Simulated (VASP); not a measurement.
All values below come from PBEsol GGA, VASP's PBE PAW potentials (set 64) (plane waves; VASP).

The input files of a VASP run:

POSCAR:
```
CuGaSe2
1
   -2.7867222876     2.7867222876     5.5217946228
    2.7867222876    -2.7867222876     5.5217946228
    2.7867222876     2.7867222876    -5.5217946228
Ga Cu Se
2 2 4
Direct
  0.5000000000   0.5000000000   0.0000000000
  0.2500000000   0.7500000000   0.5000000000
  0.0000000000   0.0000000000   0.0000000000
  0.7500000000   0.2500000000   0.5000000000
  0.8750000000   0.8827299610   0.5077299610
  0.1172700390   0.6250000000   0.9922700390
  0.3750000000   0.3672700390   0.4922700390
  0.6327299610   0.1250000000   0.0077299610
```

INCAR:
```
ALGO  =  Normal
EDIFF  =  1E-7
ENCUT  =  400
GGA  =  PS
ISIF  =  2
ISMEAR  =  -5
LASPH  =  .TRUE.
LCHARG  =  .TRUE.
LEFG  =  .TRUE.
LMAXMIX  =  4
LORBIT  =  11
LREAL  =  .FALSE.
LWAVE  =  .FALSE.
NEDOS  =  601
NELM  =  100
PREC  =  Accurate
SYSTEM  =  CuGaSe2
```

**KPOINTS**
```
Automatic mesh
0
G
6 6 6
0 0 0
```

POTCAR, in this order: Ga_d Cu Se (PBE.64 set). Program: vasp_std.

What will the output report for the number of irreducible k-points (NKPTS), number of bands (NBANDS), largest plane-wave count, number of space-group operations, FFT grid (NGX, NGY, NGZ)?

```yaml
number of irreducible k-points (NKPTS): 30
number of bands (NBANDS): 43
largest_plane_wave_count: 3142
number_of_space_group_operations: 8
FFT grid (NGX, NGY, NGZ): 48 × 48 × 48
```

The compound is CuGaSe2 in the chalcopyrite structure. It was relaxed first.
